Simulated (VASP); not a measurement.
Hf (hcp): the lattice constant a from VASP (plane waves, PAW) at several levels of theory. Static lattice. The measured value holds thermal and zero-point effects that the static calculation lacks.

```
level                  lattice constant a (Å)  error against measurement
---------------------  ----------------------  -------------------------
LDA                                     3.119                     -2.4 %
PBE                                     3.204                     +0.3 %
PBEsol                                  3.158                     -1.1 %
revPBE                                  3.224                     +0.9 %
PW91                                    3.201                     +0.2 %
PBE-D3 (zero damping)                   3.166                     -0.9 %
optB86b-vdW                             3.175                     -0.6 %
vdW-DF2                                 3.251                     +1.8 %
vdW-DF-cx                               3.163                     -1.0 %
r2SCAN                                  3.196                     +0.0 %
```

Measured: 3.194 Å at 293 K (as given by Wikipedia, Hafnium (infobox)).

The cell of the LDA run:

```
CELL_PARAMETERS angstrom
      1.55939    -2.70095     0.00000
      1.55939     2.70095     0.00000
      0.00000     0.00000     4.95452
ATOMIC_POSITIONS crystal
  Hf 0.33333 0.66667 0.25000
  Hf 0.66667 0.33333 0.75000
```

Only levels that ran to the end are used. Left out are those held back, those with too coarse a band path, GW runs whose mesh misses a band edge, hybrids' fits of cells that aren't cubic and levels without matching references; a question may draw on a part of the rest.

The compound is Hf in the hcp structure.
